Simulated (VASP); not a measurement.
Data:

```
O2Si
1.0
    2.43188    -4.21215     0.00000
    2.43188     4.21215     0.00000
    0.00000     0.00000     5.38736
Si O
3 6
Cartesian
  1.12867   1.95492   1.79578
  2.60642   0.00000   0.00000
  1.12867  -1.95492   3.59158
  1.67185   0.56653   1.18914
  3.53721   1.16459   4.78071
  2.08659  -2.48102   2.40243
  3.53721  -1.16459   0.60665
  1.67185  -0.56653   4.19822
  2.08659   2.48102   2.98493
```

Calculation: LDA (Ceperley-Alder, Perdew-Zunger), VASP's LDA PAW potentials (set 64) (plane waves; VASP). Run with 520 eV cut-off, 6×6×5 Γ-centred mesh, tetrahedra with Blöchl corrections, potentials Si O.

The cores are frozen, which limits the accuracy of field gradients.

**Question.** Give the principal components of the electric field gradient (V/Å²) and the asymmetry η at each nucleus.

**Answer.** 
```
atom    Vxx    Vyy   Vzz     η
----  -----  -----  ----  ----
Si1    -7.1   -0.4   7.5  0.89
Si2    -7.1   -0.4   7.5  0.89
Si3    -7.1   -0.4   7.5  0.89
O4    -51.2  -31.5  82.8  0.24
O5    -51.2  -31.5  82.8  0.24
O6    -51.2  -31.5  82.8  0.24
O7    -51.2  -31.5  82.8  0.24
O8    -51.2  -31.5  82.8  0.24
O9    -51.2  -31.5  82.8  0.24
```

The compound is SiO2 in the quartz structure. It was relaxed first.
